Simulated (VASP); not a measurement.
Here is the system:

```
CELL_PARAMETERS angstrom
      0.00000     3.01007     3.01007
      3.01007     0.00000     3.01007
      3.01007     3.01007     0.00000
ATOMIC_POSITIONS crystal
  Hf 0.00000 0.00000 0.00000
  Cu 0.25000 0.25000 0.25000
  Cu 0.75000 0.75000 0.75000
  Cu 0.50000 0.50000 0.50000
```

Level of theory: PBEsol GGA, VASP's PBE PAW potentials (set 64) (plane waves; VASP 6.6.1). Numerical set-up: 400 eV cut-off, 10×10×10 Γ-centred mesh, tetrahedra with Blöchl corrections, potentials Hf_pv Cu.

The job: HfCu3 (space group Fm-3m), 4 atoms, PBEsol, static run, 400 eV, 10×10×10 Γ-centred mesh. Roughly how much core time does it take on a busy server core?

About 2 core-minutes (one run on a shared machine, a rough figure). It had 47 irreducible k-points, 25 bands, up to 1002 plane waves and 21 electronic steps.

The structure comes from a computed database's HfCu3 entry (Fm-3m); how it stands against other phases isn't given here. It was relaxed first.
